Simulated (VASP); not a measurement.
Here is a VASP 6.6.1 calculation.

Contents of INCAR:

```
PREC = Accurate ; ENCUT = 520
EDIFF = 1E-6 ; ISMEAR = 0
SIGMA = 0.1 ; LREAL = F
LASPH = T ; NELM = 150
ALGO = Normal ; ISIF = 2
LWAVE = F ; LCHARG = F
METAGGA = R2SCAN ; LMIXTAU = T
KPAR = 4
```

The input KPOINTS:

```
Automatic mesh
0
Gamma
  8 8 8
```

POSCAR

```
Si2Sb2Te                                
1.0
   -2.5422044265      2.5422044265      4.6376309058
    2.5422044265     -2.5422044265      4.6376309058
    2.5422044265      2.5422044265     -4.6376309058
  Si              Sb              Te            
     2     2     1
Direct
     0.6304998327415561    0.6304998327415561    0.0000000000000000
     0.3695001672584439    0.3695001672584439    0.0000000000000000
     0.7500000000000000    0.2500000000000000    0.5000000000000000
     0.2500000000000000    0.7500000000000000    0.5000000000000000
     0.0000000000000000    0.0000000000000000    0.0000000000000000
```

Potentials or basis: VASP PAW PBE potentials, release 64 (Si, Sb, Te).

Run with:

```console
$ cat potpaw_PBE.64/Si/POTCAR potpaw_PBE.64/Sb/POTCAR potpaw_PBE.64/Te/POTCAR > POTCAR
$ mpirun -np 4 vasp_std > vasp.out
```

**Question.** Predict the band gap on the k mesh.

**Answer.** None (metal or under the smearing width).

**Question.** What does it give for the largest force?

**Answer.** 0.037 eV/Å.

**Question.** Predict the pressure.

**Answer.** -0.8 GPa.

Forces in eV/Å, atoms in the order of the input:
```
Si   0.000  0.000  0.037
Si   0.000  0.000 -0.037
Sb   0.000  0.000  0.000
Sb   0.000  0.000  0.000
Te   0.000  0.000  0.000
```

Caveat: the PAW data sets were made with another functional, which shifts forces and pressure a little. The run has no spin-orbit coupling, so splittings on Sb, Te are missing.
